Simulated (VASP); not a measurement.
A run of VASP 6.6.1 is set up as follows.

File INCAR:

```
SYSTEM = SiB2
PREC = Normal
ENCUT = 520
EDIFF = 1E-5
ISMEAR = 0
SIGMA = 0.15
LREAL = Auto
LASPH = .TRUE.
NELM = 80
ALGO = Fast
ISIF = 3
LWAVE = .FALSE.
LCHARG = .FALSE.
GGA = PE
IBRION = 2
NSW = 110
EDIFFG = -0.03
ISYM = 0
KPAR = 2
```

Contents of KPOINTS:

```
Automatic mesh
0
G
  4 5 6
  0 0 0
```

Contents of POSCAR:

```
SiB2
1.0
    6.0523645400      0.0081403300     -0.0954979700
    0.0065584300      4.7903074700     -0.0662732800
   -0.0603001200     -0.0519403100      3.7774173500
Si B
4 8
Direct
    0.2192777200      0.0124412000      0.1910748700
    0.7526313900      0.0529967200      0.1243577200
    0.9961116900      0.4956386600      0.8556469600
    0.5036959600      0.4929516600      0.9077303700
    0.2679739800      0.1607476300      0.6570787300
    0.7511223900      0.1990746600      0.6085425800
    0.2433601400      0.7878849000      0.6090716400
    0.7581025400      0.7949867100      0.5753202500
    0.0083283300      0.7097053800      0.3707005200
    0.5276747400      0.7291444000      0.3545469400
    0.9910859400      0.3165621200      0.4135139300
    0.5142436000      0.2868885500      0.4232863400
```

Potentials or basis: VASP PAW PBE potentials, release 64 (Si, B).

Run with:

```sh
$ cat potpaw_PBE.64/Si/POTCAR potpaw_PBE.64/B/POTCAR > POTCAR
$ mpirun -np 2 vasp_std > vasp.out
```

Predict the band gap on the k mesh.

none (metal or under the smearing width).

Estimate the relaxed volume.

8.94 Å³/atom.

Predict the space group after relaxing (to 0.05 Å).

P2_1/m (No. 11).

Final structure:
```yaml
crystal:
  lattice:
    - [5.95681, 0.00336, -0.00420]
    - [-0.00251, 5.09920, 0.97850]
    - [0.00026, 0.78397, 3.68310]
  atoms:
    - { symbol: Si, position: [0.25284, 0.00156, 0.04123] }
    - { symbol: Si, position: [0.75265, 0.00209, 0.04034] }
    - { symbol: Si, position: [0.00240, 0.50487, 0.97461] }
    - { symbol: Si, position: [0.50282, 0.50423, 0.97427] }
    - { symbol: B, position: [0.25290, 0.18123, 0.46033] }
    - { symbol: B, position: [0.75292, 0.18173, 0.45949] }
    - { symbol: B, position: [0.25286, 0.79177, 0.61906] }
    - { symbol: B, position: [0.75277, 0.79229, 0.61823] }
    - { symbol: B, position: [0.00284, 0.71446, 0.39707] }
    - { symbol: B, position: [0.50280, 0.71439, 0.39685] }
    - { symbol: B, position: [0.00294, 0.32522, 0.55495] }
    - { symbol: B, position: [0.50286, 0.32519, 0.55445] }
```
